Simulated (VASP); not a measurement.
A VASP calculation is set up with these files.

### INCAR
```
# general
SYSTEM  = PbO2
PREC    = Accurate
ENCUT   = 520
LREAL   = .FALSE.   # projection in real space or not
LASPH   = .TRUE.

# electronic loop
EDIFF   = 1E-6
NELM    = 100
ALGO    = Normal   # blocked Davidson
LMAXMIX = 4   # l cut-off of mixed one-centre charges

# smearing
ISMEAR  = 0
SIGMA   = 0.05

# ions
IBRION  = 2
NSW     = 60
ISIF    = 3
EDIFFG  = -0.02

# output
LWAVE   = .FALSE.
LCHARG  = .FALSE.
```

**KPOINTS**
```
Automatic mesh
0
Gamma
4 4 6
0 0 0
```

POSCAR:
```
PbO2
1
    4.9480655359    -0.0000000000     0.0000000000
    0.0000000000     4.9480655359     0.0000000000
    0.0000000000     0.0000000000     3.3844576897
Pb O
2 4
Direct
  0.0000000000   0.0000000000   0.0000000000
  0.5000000000   0.5000000000   0.5000000000
  0.3071888740   0.3071888740   0.0000000000
  0.8071888740   0.1928111260   0.5000000000
  0.1928111260   0.8071888740   0.5000000000
  0.6928111260   0.6928111260   0.0000000000
```

POTCAR, in this order: Pb_d O (LDA.64 set). Program: vasp_std.

**Question.** Write an equivalent input for Quantum ESPRESSO's pw.x.

**Answer.** One equivalent input (not run):
```
&CONTROL
  calculation = 'vc-relax'
  pseudo_dir = './pseudo'
  outdir = './out'
  tprnfor = .true.
  tstress = .true.
  nstep = 60
  forc_conv_thr = 0.00078
/
&SYSTEM
  ibrav = 0
  nat = 6
  ntyp = 2
  ecutwfc = 84
  occupations = 'smearing'
  smearing = 'gaussian'
  degauss = 0.003675
  input_dft = 'pz'
/
&ELECTRONS
  conv_thr = 7.3e-08
  electron_maxstep = 100
/
&IONS
/
&CELL
/
ATOMIC_SPECIES
  Pb 207.200 Pb.upf
  O 15.999 O.upf
CELL_PARAMETERS angstrom
     4.9480655   -0.0000000    0.0000000
     0.0000000    4.9480655    0.0000000
     0.0000000    0.0000000    3.3844577
ATOMIC_POSITIONS crystal
  Pb   0.0000000  0.0000000  0.0000000
  Pb   0.5000000  0.5000000  0.5000000
  O    0.3071889  0.3071889  0.0000000
  O    0.8071889  0.1928111  0.5000000
  O    0.1928111  0.8071889  0.5000000
  O    0.6928111  0.6928111  0.0000000
K_POINTS automatic
  4 4 6 0 0 0
```
The two are equivalent in intent, not identical: the potentials are each code's own (VASP's PAW set, PseudoDojo norm-conserving files in pw.x), so ENCUT and ecutwfc are chosen apart and not converted; conv_thr bounds pw.x's estimated SCF error, while EDIFF bounds the energy change between steps; forc_conv_thr acts on force components and is met together with etot_conv_thr.

The compound is PbO2 in the rutile structure. This run relaxes it. Symmetry was kept, so distortions that lower it aren't found. The start is the result of an earlier pass.
